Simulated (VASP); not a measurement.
The input files of a VASP run:

INCAR:
```
# general
SYSTEM  =Pb
PREC    =Accurate
ENCUT   =520
LREAL   =.FALSE.   # projection in real space or not
LASPH   =.TRUE.   # aspherical one-centre terms

# electronic loop
EDIFF   =1E-7   # SCF stop (eV)
NELM    =100
ALGO    =Normal   # blocked Davidson
LMAXMIX =4   # l cut-off of mixed one-centre charges

# smearing
ISMEAR  =1
SIGMA   =0.1   # width (eV)

# functional
GGA     =BO
LUSE_VDW=.TRUE.
AGGAC   =0.0
PARAM1  =0.1833333333
PARAM2  =0.22

# ions
ISIF    =2   # forces and stress, cell fixed

# output
LWAVE   =.FALSE.
LCHARG  =.FALSE.
```

**POSCAR**
```
Pb
1
    0.0000000000     2.4798433508     2.4798433508
    2.4798433508     0.0000000000     2.4798433508
    2.4798433508     2.4798433508     0.0000000000
Pb
1
Direct
  0.0000000000   0.0000000000   0.0000000000
```

### KPOINTS
```
Automatic mesh
0
G
 13 13 13
```

POTCAR, in this order: Pb_d (PBE.64 set). Program: vasp_std.

Problem. Write an equivalent input for Quantum ESPRESSO's pw.x.

Solution. One equivalent input (not run):
```
&CONTROL
  calculation = 'scf'
  pseudo_dir = './pseudo'
  outdir = './out'
  tprnfor = .true.
  tstress = .true.
/
&SYSTEM
  ibrav = 0
  nat = 1
  ntyp = 1
  ecutwfc = 62.5
  occupations = 'smearing'
  smearing = 'methfessel-paxton'
  degauss = 0.00735
  input_dft = 'vdw-df-obk8'
/
&ELECTRONS
  conv_thr = 7.3e-09
  electron_maxstep = 100
/
ATOMIC_SPECIES
  Pb 207.200 Pb.upf
CELL_PARAMETERS angstrom
     0.0000000    2.4798434    2.4798434
     2.4798434    0.0000000    2.4798434
     2.4798434    2.4798434    0.0000000
ATOMIC_POSITIONS crystal
  Pb   0.0000000  0.0000000  0.0000000
K_POINTS automatic
  13 13 13 0 0 0
```
The two are equivalent in intent, not identical: the potentials are each code's own (VASP's PAW set, PseudoDojo norm-conserving files in pw.x), so ENCUT and ecutwfc are chosen apart and not converted; conv_thr bounds pw.x's estimated SCF error, while EDIFF bounds the energy change between steps.

The compound is Pb in the fcc structure. This cell is one point of a volume scan, at 0.97 of the reference volume.
